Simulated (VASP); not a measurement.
Input:

```
PbO2
1.0
    4.96000     0.00000     0.00000
    0.00000     4.96000     0.00000
    0.00000     0.00000     3.39000
Pb O
2 4
Cartesian
  0.00000   0.00000   0.00000
  2.48000   2.48000   1.69500
  1.52272   1.52272   0.00000
  4.00272   0.95728   1.69500
  0.95728   4.00272   1.69500
  3.43728   3.43728   0.00000
```

All values below come from PBE GGA, VASP's PBE PAW potentials (set 64) (plane waves; VASP 6.6.1). Numerical set-up: 400 eV cut-off, 5×5×7 Γ-centred mesh, Gaussian smearing of 0.10 eV, potentials Pb_d O.

At this cut-off the stress carries a Pulay error, which pulls relaxed volumes low.

Question: Give the stress tensor in GPa (positive for a compressed cell).

Answer: 
```
3.20  0.00  0.00
0.00  3.20  0.00
0.00  0.00  5.51
```
The pressure is its mean diagonal, 3.97 GPa.

The structure is a typed PbO2 crystal (P4_2/mnm). The cell was not relaxed at this level.
